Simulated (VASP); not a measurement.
Level of theory: r2SCAN meta-GGA, VASP's PBE PAW potentials (set 64) (plane waves; VASP).

Input for VASP

### POSCAR
```
SnO
5.1804950
  0.7977131727   0.0000000000   0.0000000000
 -0.3988565863   0.6908399049   0.0000000000
  0.0000000000   0.0000000000   0.9999999377
Sn O
2 2
direct
  0.3333330000   0.6666670000   0.2500000000
  0.6666670000   0.3333330000   0.7500000000
  0.3333330000   0.6666670000   0.7500000000
  0.6666670000   0.3333330000   0.2500000000
```

**INCAR**
```
SYSTEM = SnO
PREC = Accurate; ENCUT = 520; LREAL = .FALSE.
LASPH = .TRUE.; NBANDS = 72
EDIFF = 1E-7; NELM = 100; ALGO = Normal
LMAXMIX = 4; LMIXTAU = .TRUE.
ISMEAR = 0; SIGMA = 0.01
METAGGA = R2SCAN
LWAVE = .FALSE.; LCHARG = .FALSE.; NEDOS = 1001
LOPTICS = .TRUE.; LPEAD = .TRUE.; CSHIFT = 0.1
```

KPOINTS:
```
Automatic mesh
0
Gamma
14 14 10
0 0 0
```

POTCAR, in this order: Sn_d O (PBE.64 set). Program: vasp_std.

What VASP printed:

**OSZICAR**
```
       N       E                     dE             d eps       ncg     rms          rms(c)
DAV:   1     0.414961327658E+03    0.41496E+03   -0.14788E+04 28664   0.842E+02
DAV:   2     0.138230965077E+01   -0.41358E+03   -0.35646E+03 21376   0.326E+02
DAV:   3    -0.744678862618E+02   -0.75850E+02   -0.74166E+02 23696   0.895E+01
DAV:   4    -0.776527179410E+02   -0.31848E+01   -0.31789E+01 24328   0.190E+01
DAV:   5    -0.777069711264E+02   -0.54253E-01   -0.54238E-01 29384   0.252E+00    0.110E+01
DAV:   6    -0.675813608374E+02    0.10126E+02   -0.69345E+00 29248   0.195E+01    0.494E+00
DAV:   7    -0.640298726883E+02    0.35515E+01   -0.18484E+00 23144   0.374E+00    0.195E+00
DAV:   8    -0.649998995588E+02   -0.97003E+00   -0.69821E-01 21872   0.268E+00    0.170E+00
DAV:   9    -0.639258937453E+02    0.10740E+01   -0.17488E-01 21536   0.164E+00    0.388E-01
DAV:  10    -0.643805839264E+02   -0.45469E+00   -0.27249E-01 21296   0.146E+00    0.350E-01
DAV:  11    -0.643851969788E+02   -0.46131E-02   -0.72581E-03 24168   0.266E-01    0.285E-01
DAV:  12    -0.643901432337E+02   -0.49463E-02   -0.18306E-02 22112   0.423E-01    0.101E-01
DAV:  13    -0.644118181463E+02   -0.21675E-01   -0.58500E-03 22448   0.311E-01    0.361E-02
DAV:  14    -0.644167102996E+02   -0.48922E-02   -0.77185E-04 23400   0.107E-01    0.296E-02
DAV:  15    -0.644169091774E+02   -0.19888E-03   -0.11215E-04 24496   0.451E-02    0.357E-02
DAV:  16    -0.644174329421E+02   -0.52376E-03   -0.15379E-04 22368   0.504E-02    0.139E-02
DAV:  17    -0.644180707418E+02   -0.63780E-03   -0.20380E-04 22136   0.492E-02    0.878E-03
DAV:  18    -0.644180735983E+02   -0.28565E-05   -0.74088E-06 24312   0.933E-03    0.674E-03
DAV:  19    -0.644180752226E+02   -0.16243E-05   -0.38274E-07 23800   0.255E-03    0.527E-03
DAV:  20    -0.644180809900E+02   -0.57675E-05   -0.32027E-06 22816   0.650E-03    0.128E-03
DAV:  21    -0.644180826784E+02   -0.16884E-05   -0.33328E-07 23432   0.230E-03    0.705E-04
DAV:  22    -0.644180823048E+02    0.37366E-06   -0.85764E-08 20912   0.110E-03    0.544E-04
DAV:  23    -0.644180824065E+02   -0.10173E-06   -0.92617E-09 15888   0.404E-04    0.158E-04
DAV:  24    -0.644180823549E+02    0.51616E-07   -0.27115E-09 13168   0.217E-04
   1 F= -.64418082E+02 E0= -.64418082E+02  d E =-.702055E-31
 imaginary and real dielectric function
```

File OUTCAR:
```
------------------------ aborting loop because EDIFF is reached ----------------------------------------
  FORCE on cell =-STRESS in cart. coord.  units (eV):
  Direction    XX          YY          ZZ          XY          YZ          ZX
  --------------------------------------------------------------------------------------
  Total        0.0707821      0.0707821      0.0489369      0.0000000      0.0000000     -0.0000000
  in kB        1.4801179      1.4801180      1.0233152      0.0000000      0.0000000     -0.0000000
  external PRESSURE =       1.3278504 kB  Pullay stress =       0.0000000 kB
  volume of cell :       76.62
      direct lattice vectors                 reciprocal lattice vectors
     4.132549103  0.000000000  0.000000000     0.241981396  0.139708017  0.000000000
    -2.066274551  3.578892673  0.000000000     0.000000000  0.279416035  0.000000000
     0.000000000  0.000000000  5.180494677     0.000000000  0.000000000  0.193031759
 POSITION                                       TOTAL-FORCE (eV/Angst)
 -----------------------------------------------------------------------------------
     -0.00000      2.38593      1.29512         0.000000      0.000000      0.000000
      2.06628      1.19296      3.88537         0.000000     -0.000000      0.000000
     -0.00000      2.38593      3.88537         0.000000     -0.000000      0.000000
      2.06628      1.19296      1.29512        -0.000000      0.000000      0.000000
 -----------------------------------------------------------------------------------
    total drift:                                0.000420      0.000684      0.000006
  FREE ENERGIE OF THE ION-ELECTRON SYSTEM (eV)
  ---------------------------------------------------
  free  energy   TOTEN  =       -64.4180823549 eV

  energy  without entropy=      -64.4180823549  energy(sigma->0) =      -64.41808235

 plasma frequency squared (from intraband transitions) (eV^2)
  --------------------------------------------------------------------------------------
       0.000       0.000       0.000
       0.000       0.000       0.000
       0.000       0.000       0.000

 plasma frequency squared (from interband transitions, int dw w eps(2)(w)) (eV^2)
  --------------------------------------------------------------------------------------
     452.611       0.000       0.000      -0.000      -0.000      -0.000
       0.000       0.000     452.611       0.000       0.000      -0.000
      -0.000       0.000       0.000       0.000     446.967       0.000
```
(Selected blocks of OUTCAR.)

The dielectric response may not be converged in the k-mesh; for small gaps it tends to come out too large.

The structure was generated: SnO was put into the h-BN type (P6_3/mmc), which need not be its known phase. It was relaxed first, which changed the volume by -24 %.
